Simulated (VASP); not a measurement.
An input for Ansatz (written as the equivalent of a VASP run, and not itself run):

Ansatz 0.2 input:
```yaml
crystal:
  lattice:
    - [2.8560000, 0.0000000, 0.0000000]
    - [0.0000000, 2.8560000, 0.0000000]
    - [0.0000000, 0.0000000, 3.7434000]
  atoms:
    - { symbol: Cu, position: [0.0000000, 0.0000000, 0.0000000] }
    - { symbol: Au, position: [0.5000000, 0.5000000, 0.5000000] }
kpoints:
  mp_grid: { grid: [11, 11, 9] }
hamiltonian:
  xc: pbe
  pseudopotentials: { kind: paw }
scf:
  occupations: { method: tetrahedron_uncorrected }
  max_iter: 100
output: { forces: true, stress: true, eigenvalues: true }
```

Write the VASP files for the same calculation (PBE).

One answer among several that fit: 
### INCAR
```
SYSTEM = CuAu
PREC = Accurate
ENCUT = 400
EDIFF = 1E-6
NELM = 100
ALGO = Normal
LREAL = .FALSE.
LASPH = .TRUE.
ISMEAR = -4
GGA = PE
LMAXMIX = 6
LWAVE = .FALSE.
LCHARG = .FALSE.
ISIF = 2
```

KPOINTS:
```
Automatic mesh
0
Gamma
11 11 9
0 0 0
```

File POSCAR:
```
CuAu
1
    2.8560000000     0.0000000000     0.0000000000
    0.0000000000     2.8560000000     0.0000000000
    0.0000000000     0.0000000000     3.7434000000
Cu Au
1 1
Direct
  0.0000000000   0.0000000000   0.0000000000
  0.5000000000   0.5000000000   0.5000000000
```

POTCAR, in this order: Cu Au (PBE.64 set). Program: vasp_std.

Limits of the translation: each code has its own PAW files, so the cut-off isn't converted (ENCUT is set for VASP's; basis.ecutwfc is left out, and Ansatz then takes the one that its files recommend); Ansatz stops its SCF on the density residual and VASP on the energy change (EDIFF).

The compound is CuAu in the L1_0 structure. The cell was not relaxed at this level. The run is one of a series of settings (ISMEAR = -4, SIGMA removed against the base run), some of them coarse on purpose.
